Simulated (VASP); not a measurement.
Calculation: PBE GGA with spin-orbit coupling, VASP's PBE PAW potentials (set 64) (plane waves; VASP).

A VASP calculation is set up with these files.

File POSCAR:
```
GaN
1
    3.1972000000     0.0000000000     0.0000000000
   -1.5986000000     2.7688560000     0.0000000000
    0.0000000000     0.0000000000     5.2070000000
Ga N
2 2
Direct
  0.6666670000   0.3333330000   0.5912000000
  0.3333330000   0.6666670000   0.0912000000
  0.6666670000   0.3333330000   0.9688000000
  0.3333330000   0.6666670000   0.4688000000
```

**INCAR**
```
GGA = PE
LREAL = F   # projection in real space or not
EDIFF = 1E-6   # SCF stop (eV)
GGA_COMPAT = F
LWAVE = F
ISMEAR = -1   # Fermi-Dirac
ISIF = 2   # forces and stress, cell fixed
LNONCOLLINEAR = T
LSORBIT = T
LCHARG = F
ENCUT = 400   # plane-wave cut-off (eV)
SYSTEM = GaN
PREC = Accurate
NELM = 100   # most electronic steps
SIGMA = 0.05   # width (eV)
LASPH = T   # aspherical one-centre terms
LORBIT = 11
MAGMOM = 12*0.0
LMAXMIX = 4
ALGO = Normal
```

KPOINTS:
```
Automatic mesh
0
Gamma
6 6 4
0 0 0
```

POTCAR, in this order: Ga_d N (PBE.64 set). Program: vasp_ncl.

At this cut-off the stress carries a Pulay error, which pulls relaxed volumes low.

Q: What does the run give for the energy per atom (σ→0), band gap (on the k-mesh)?

A: 
```json
{
 "energy per atom (σ→0)": "-586.7 kJ/mol of atoms",
 "band gap (on the k-mesh)": "1.84 eV"
}
```

OSZICAR:
```
...
DAV:   8    -0.243379627402E+02    0.57350E-02   -0.24456E-01  3676   0.814E+00    0.734E-01
DAV:   9    -0.243211205244E+02    0.16842E-01   -0.86577E-02  3844   0.515E+00    0.303E-01
DAV:  10    -0.243219298588E+02   -0.80933E-03   -0.74853E-03  2876   0.798E-01    0.137E-01
DAV:  11    -0.243220307463E+02   -0.10089E-03   -0.47336E-04  3300   0.344E-01    0.438E-02
DAV:  12    -0.243220388684E+02   -0.81221E-05   -0.18625E-04  4172   0.165E-01    0.185E-02
DAV:  13    -0.243220409442E+02   -0.20758E-05   -0.45870E-05  2832   0.869E-02    0.115E-02
DAV:  14    -0.243220406617E+02    0.28253E-06   -0.72598E-06  2724   0.231E-02
   1 F= -.24322041E+02 E0= -.24322041E+02  d E =-.455907E-09  mag=     0.0000     0.0000     0.0000
```

The structure comes from a measured GaN entry (P6_3mc) of the Crystallography Open Database, whose conditions weren't checked. The cell was not relaxed at this level. The run is one of a series of settings (GGA_COMPAT = .FALSE., LNONCOLLINEAR = .TRUE., LSORBIT = .TRUE., MAGMOM = 0.0 0.0 0.0 0.0 0.0 0.0 0.0 0.0 0.0 0.0 0.0 0.0, program vasp_ncl against the base run), some of them coarse on purpose.
